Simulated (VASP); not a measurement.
# CoS (Pm-3m) in VASP: further runs, part 2 of 2

VASP 6.6.1. Earlier steps stand in the parts before.

**4. Single point, LDA+U, collinear spin, ferromagnetic start**

The input, INCAR:

```
SYSTEM = CoS
PREC     = Accurate       ! precision mode
ENCUT    = 520            ! plane-wave cutoff, eV
EDIFF    = 1E-6           ! SCF threshold, eV
ISMEAR   = 0              ! smearing method
SIGMA    = 0.05           ! smearing width, eV
LREAL    = .FALSE.        ! projectors in reciprocal space
LASPH    = .TRUE.         ! aspherical terms in the spheres
NELM     = 150            ! most SCF steps
ALGO     = Normal         ! electronic algorithm
ISIF     = 2              ! what is computed and relaxed
LWAVE    = .FALSE.        ! write WAVECAR
LCHARG   = .FALSE.        ! write CHGCAR
ISPIN    = 2              ! spin polarisation
MAGMOM   = 2 0            ! initial moments
LORBIT   = 11             ! projections on sites
LMAXMIX  = 4              ! l up to which the mixer works
LDAU     = .TRUE.         ! DFT+U
LDAUTYPE = 2            
LDAUL    = 2 -1           ! shell
LDAUU    = 6 0            ! U, eV
LDAUJ    = 0 0          
LDAUPRINT= 1            
NBANDS   = 18             ! bands
```

The input, KPOINTS:

```
regular mesh
0
G
  6 6 6
  0 0 0
```

The input, POSCAR:

```
CoS
1.0
    3.1097975700      0.0000000000      0.0000000000
    0.0000000000      3.1097975700      0.0000000000
    0.0000000000      0.0000000000      3.1097975700
Co S
1 1
Direct
    0.0000000000      0.0000000000      0.0000000000
    0.5000000000      0.5000000000      0.5000000000
```

Potentials or basis: VASP PAW LDA potentials, release 64 (Co, S).

Started as:

```bash
$ cat potpaw_LDA.64/Co/POTCAR potpaw_LDA.64/S/POTCAR > POTCAR
$ mpirun -np 1 vasp_std > vasp.out
```

OUTCAR:

```text
SYSTEM = CoS
   PREC = Accurate
   ENCUT = 520
   EDIFF = 1E-6
   ISMEAR = 0
   LREAL = .FALSE.
   LASPH = .TRUE.
   NELM = 150
   ISIF = 2
   ISPIN = 2
   LORBIT = 11

 ion  position               nearest neighbor table
   1  0.000  0.000  0.000-   2 2.69   2 2.69   2 2.69   2 2.69   2 2.69   2 2.69   2 2.69   2 2.69

   2  0.500  0.500  0.500-   1 2.69   1 2.69   1 2.69   1 2.69   1 2.69   1 2.69   1 2.69   1 2.69

  LATTYP: Found a simple cubic cell.
 ALAT       =     3.1097975700

  Lattice vectors:

 A1 = (   3.1097975700,   0.0000000000,   0.0000000000)
 A2 = (   0.0000000000,   3.1097975700,   0.0000000000)
 A3 = (   0.0000000000,   0.0000000000,   3.1097975700)

Analysis of symmetry for initial positions (statically):
=====================================================================
 Subroutine PRICEL returns:
 Original cell was already a primitive cell.

 Routine SETGRP: Setting up the symmetry group for a
 simple cubic supercell.

 Subroutine GETGRP returns: Found 48 space group operations
 (whereof 48 operations were pure point group operations)
 out of a pool of 48 trial point group operations.

The static configuration has the point symmetry O_h .

Analysis of symmetry for dynamics (positions and initial velocities):
=====================================================================
 Subroutine PRICEL returns:
 Original cell was already a primitive cell.

 Routine SETGRP: Setting up the symmetry group for a
 simple cubic supercell.

 Subroutine GETGRP returns: Found 48 space group operations
 (whereof 48 operations were pure point group operations)
 out of a pool of 48 trial point group operations.

The dynamic configuration has the point symmetry O_h .

Analysis of structural, dynamic, and magnetic symmetry:
=====================================================================
 Subroutine PRICEL returns:
 Original cell was already a primitive cell.

 Routine SETGRP: Setting up the symmetry group for a
 simple cubic supercell.

 Subroutine GETGRP returns: Found 48 space group operations
 (whereof 48 operations were pure point group operations)
 out of a pool of 48 trial point group operations.

[... 181 lines left out ...]

 E-fermi :   8.1987     XC(G=0): -11.6835

 val. band max:        8.1389301846   @ k =   0.5000   0.1667   0.0000
 cond. band min:       8.2083489278   @ k =   0.5000   0.3333   0.3333
 fundamental gap:      0.0694187432
 Fermi energy:         8.1986864721

 spin component 1

 k-point     1 :       0.0000    0.0000    0.0000
  band No.  band energies     occupation
      1      -7.0741      1.00000
      2       1.0718      1.00000
      3       1.0718      1.00000
      4       1.0718      1.00000
      5       1.1771      1.00000
      6       1.1771      1.00000
[... 396 lines left out ...]
      4      -0.2857      1.00000
      5       2.2985      1.00000
      6       2.2985      1.00000
[... 10 lines left out ...]
     17      27.7789      0.00000
     18      27.7789      0.00000
 Fermi energy:         8.1986864721

 spin component 2

 k-point     1 :       0.0000    0.0000    0.0000
  band No.  band energies     occupation
      1      -6.7789      1.00000
      2       2.7845      1.00000
      3       2.7846      1.00000
      4       6.8313      1.00000
      5       6.8313      1.00000
      6       6.8313      1.00000
[... 397 lines left out ...]
      5       4.1608      1.00000
      6       4.1610      1.00000
[... 10 lines left out ...]
     17      29.5060      0.00000
     18      29.5060      0.00000

------------------------ aborting loop because EDIFF is reached ----------------------------------------

  FORCE on cell =-STRESS in cart. coord.  units (eV):
  Direction    XX          YY          ZZ          XY          YZ          ZX
  --------------------------------------------------------------------------------------
  -------------------------------------------------------------------------------------
  Total       -1.2243635     -1.2243635     -1.2243635      0.0000000      0.0000000      0.0000000
  in kB      -65.2265776    -65.2265776    -65.2265776      0.0000000      0.0000000      0.0000000
  external PRESSURE =     -65.2265776 kB  Pullay stress =       0.0000000 kB

 VOLUME and BASIS-vectors are now :
 -----------------------------------------------------------------------------
  energy-cutoff  :      520.00
  volume of cell :       30.07
      direct lattice vectors                 reciprocal lattice vectors
     3.109797570  0.000000000  0.000000000     0.321564339  0.000000000  0.000000000
     0.000000000  3.109797570  0.000000000     0.000000000  0.321564339  0.000000000
     0.000000000  0.000000000  3.109797570     0.000000000  0.000000000  0.321564339

 POSITION                                       TOTAL-FORCE (eV/Angst)
 -----------------------------------------------------------------------------------
      0.00000      0.00000      0.00000         0.000000      0.000000      0.000000
      1.55490      1.55490      1.55490         0.000000      0.000000      0.000000
 -----------------------------------------------------------------------------------
    total drift:                                0.000000      0.000000     -0.000000

  FREE ENERGIE OF THE ION-ELECTRON SYSTEM (eV)
  ---------------------------------------------------
  free  energy   TOTEN  =        -8.6952422490 eV

  energy  without entropy=       -8.6930880581  energy(sigma->0) =       -8.69416515

 total charge

# of ion       s       p       d       tot
------------------------------------------
    1        0.291   0.271   7.136   7.699
    2        1.358   2.342   0.000   3.700
--------------------------------------------------
tot          1.649   2.614   7.136  11.398

 magnetization (x)

# of ion       s       p       d       tot
------------------------------------------
    1        0.027   0.021   2.597   2.646
    2        0.021   0.182   0.000   0.202
--------------------------------------------------
tot          0.048   0.203   2.597   2.848
```

OSZICAR:

```text
N       E                     dE             d eps       ncg     rms          rms(c)
DAV:   1     0.780837032434E+02    0.78084E+02   -0.59962E+03  1440   0.842E+02
DAV:   2    -0.191611868892E+01   -0.80000E+02   -0.70619E+02  1588   0.191E+02
DAV:   3    -0.793232161668E+01   -0.60162E+01   -0.57169E+01  1678   0.569E+01
DAV:   4    -0.803196198966E+01   -0.99640E-01   -0.99491E-01  1742   0.682E+00
DAV:   5    -0.803434375807E+01   -0.23818E-02   -0.23816E-02  1756   0.111E+00    0.146E+01
DAV:   6    -0.906940974282E+01   -0.10351E+01   -0.16933E+01  1606   0.711E+01    0.236E+01
DAV:   7    -0.755621574055E+01    0.15132E+01   -0.71485E+00  1634   0.428E+01    0.563E+00
DAV:   8    -0.851914203593E+01   -0.96293E+00   -0.23761E+00  1770   0.129E+01    0.491E+00
DAV:   9    -0.858728294012E+01   -0.68141E-01   -0.16442E-01  1894   0.675E+00    0.281E+00
DAV:  10    -0.869546557346E+01   -0.10818E+00   -0.23425E-01  1844   0.896E+00    0.148E+00
DAV:  11    -0.869319869243E+01    0.22669E-02   -0.49904E-02  1824   0.321E+00    0.524E-01
DAV:  12    -0.869549152077E+01   -0.22928E-02   -0.53725E-03  1592   0.111E+00    0.239E-01
DAV:  13    -0.869522102909E+01    0.27049E-03   -0.95631E-04  1854   0.389E-01    0.104E-01
DAV:  14    -0.869523561668E+01   -0.14588E-04   -0.98576E-05  1708   0.864E-02    0.600E-02
DAV:  15    -0.869524242394E+01   -0.68073E-05   -0.13445E-05  1600   0.650E-02    0.251E-02
DAV:  16    -0.869524092914E+01    0.14948E-05   -0.58593E-06  2010   0.351E-02    0.845E-03
DAV:  17    -0.869524212119E+01   -0.11921E-05   -0.27077E-06  1690   0.196E-02    0.286E-03
DAV:  18    -0.869524224897E+01   -0.12778E-06   -0.46222E-07   846   0.646E-03
   1 F= -.86952422E+01 E0= -.86941652E+01  d E =-.215419E-02  mag=     2.9698
```

Wall time 9.9 s (1 thread of Intel Xeon 6975P-C (Granite Rapids), shared host); peak memory 0.13 GiB.

Results:

```
Free energy                                           : -8.6952 eV
Pressure                                              : -6.5 GPa
Band gap on the k mesh                                : none (metal or under the smearing width)
Net moment                                            : 2.97 μB per cell
Site moments                                          : Co +2.65; S +0.20 μB
Valence electrons inside the program's atomic spheres : Co 7.70; S 3.70
```

Eigenvalues of the final occupation matrices:
```csv
site,spin,trace,eigenvalues
site 1 d,1,4.88,0.96 0.96 0.98 0.98 0.98
site 1 d,2,2.28,0.13 0.13 0.13 0.95 0.95
```

Caveat: a cell with one magnetic atom can't hold antiferromagnetic order, which such compounds often take.
